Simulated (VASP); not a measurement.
All values below come from AM05 GGA, VASP's PBE PAW potentials (set 64) (plane waves; VASP).

VASP input:

**KPOINTS**
```
Automatic mesh
0
Gamma
5 5 7
0 0 0
```

**INCAR**
```
ALGO  =  Normal
EDIFF  =  1E-6
EDIFFG  =  -0.02
ENCUT  =  520
GGA  =  AM
IBRION  =  2
ISIF  =  3
ISMEAR  =  0
LASPH  =  .TRUE.
LCHARG  =  .FALSE.
LMAXMIX  =  4
LREAL  =  .FALSE.
LWAVE  =  .FALSE.
NELM  =  100
NSW  =  60
PREC  =  Accurate
SIGMA  =  0.05
SYSTEM  =  TiO2
```

File POSCAR:
```
TiO2
1.0
  4.5934195028   0.0000000000   0.0000000000
  0.0000000000   4.5934195028   0.0000000000
  0.0000000000   0.0000000000   2.9436281186
Ti O
2 4
direct
  0.0000000000   0.0000000000   0.0000000000
  0.5000000000   0.5000000000   0.5000000000
  0.3048132968   0.3048132968   0.0000000000
  0.8048132968   0.1951867032   0.5000000000
  0.1951867032   0.8048132968   0.5000000000
  0.6951867032   0.6951867032   0.0000000000
```

POTCAR, in this order: Ti_sv O (PBE.64 set). Program: vasp_std.

### Question
Predict the energy per atom (σ→0), volume per atom, band gap (on the k-mesh).

### Answer

```
Item                               Value
------------------------  --------------
energy per atom (σ→0)     -9.123 eV/atom
band gap (on the k-mesh)         1.84 eV
volume per atom           10.38 Å^3/atom
```

File OSZICAR:
```
...
   3 F= -.54735963E+02 E0= -.54735963E+02  d E =-.414007E-03
       N       E                     dE             d eps       ncg     rms          rms(c)
DAV:   1    -0.547364396118E+02   -0.47664E-03   -0.27818E-02  1368   0.178E+00    0.146E-01
DAV:   2    -0.547362196516E+02    0.21996E-03   -0.12429E-03  1440   0.330E-01    0.885E-02
DAV:   3    -0.547360904496E+02    0.12920E-03   -0.29750E-04  1704   0.176E-01    0.248E-02
DAV:   4    -0.547360845127E+02    0.59368E-05   -0.73673E-05  1840   0.728E-02    0.825E-03
DAV:   5    -0.547360841736E+02    0.33916E-06   -0.43138E-06  1328   0.189E-02
   4 F= -.54736084E+02 E0= -.54736084E+02  d E =-.120998E-03
```

The compound is TiO2 in the rutile structure. This run relaxes it. Symmetry was kept, so distortions that lower it aren't found. The start is the result of an earlier pass.
